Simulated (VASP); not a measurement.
# NdCo2 (space group Fd-3m): computed properties

Calculation: r2SCAN meta-GGA, VASP's PBE PAW potentials (set 64) (plane waves; VASP).

```json
{
 "space_group": "Fd-3m (227)",
 "cell": "a = b = c = 7.308 Å, α = β = γ = 90.00°",
 "volume_per_atom": "16.26 Å^3/atom",
 "band gap (over mesh and band path)": "none (metal, semimetal or under 0.01 eV)",
 "cell_moment": "3.86 μB",
 "density": "8.92 g/cm³"
}
```

```
CELL_PARAMETERS angstrom
      0.00000     3.65419     3.65419
      3.65419     0.00000     3.65419
      3.65419     3.65419     0.00000
ATOMIC_POSITIONS crystal
  Nd 0.00000 0.00000 0.00000
  Nd 0.25000 0.25000 0.25000
  Co 0.62500 0.62500 0.62500
  Co 0.12500 0.62500 0.62500
  Co 0.62500 0.62500 0.12500
  Co 0.62500 0.12500 0.62500
```
Starting moments (μB, in the order of the record's atoms Nd Nd Co Co Co Co): -0.4 -0.4 1.4 1.4 1.4 1.4.

The 4f electrons are frozen in the core of the lanthanide potential, so 4f levels, which can set the real gap, and their magnetism are missing.

The structure comes from a measured NdCo2 entry (Fd-3m) of the Crystallography Open Database, whose conditions weren't checked. It was relaxed first. Symmetry was kept, so distortions that lower it aren't found.
